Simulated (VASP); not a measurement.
AlCl:

```xyz
2
Lattice="0.0000 2.8486 2.8486 2.8486 0.0000 2.8486 2.8486 2.8486 0.0000" Properties=species:S:1:pos:R:3 pbc="T T T"
Al    2.8486    2.8486    2.8486
Cl    0.0000    0.0000    0.0000
```

The cell was built by a generator and needn't be a form met in nature.

| Item | Value |
| --- | --- |
| Program | VASP 6.6.1 |
| Task | relaxation of cell and atoms |
| Functional | vdW-DF-cx |
| Potentials or basis | VASP PAW PBE potentials, release 64 (Al, Cl) |
| Cutoff | 600 eV |
| k mesh | 8 × 8 × 8 |
| Occupations | fermi-dirac, width 0.05 eV |
| Spin | no spin polarisation |

At the start: pressure 4.4 GPa; volume 23.12 Å³/atom.

Question: Where does the relaxation end?

Answer: Over 4 steps the energy falls by 46.5 meV/atom and the volume is 26.99 Å³/atom (+16.7 %); space group Fm-3m (No. 225, to 0.05 Å).

Step by step:
| step | energy change (eV) | largest force (eV/Å) | pressure (GPa) | volume (Å³) |
| --- | --- | --- | --- | --- |
| 1 | 0.0000 | 0.0000 | 4.42 | 46.23 |
| 2 | -0.0777 | 0.0000 | 1.50 | 50.63 |
| 3 | -0.0925 | 0.0000 | 0.25 | 53.37 |
| 4 | -0.0930 | 0.0000 | -0.01 | 53.97 |

Final structure:
```
Al Cl
1.0
     0.00000    2.99948    2.99948
     2.99948    0.00000    2.99948
     2.99948    2.99948    0.00000
Al Cl
1 1
Direct
  0.50000 0.50000 0.50000
  0.00000 0.00000 0.00000
```

Caveat: the volume moved by over 15 % at a fixed basis, so the end points are rough; the PAW data sets were made with another functional, which shifts forces and pressure a little.
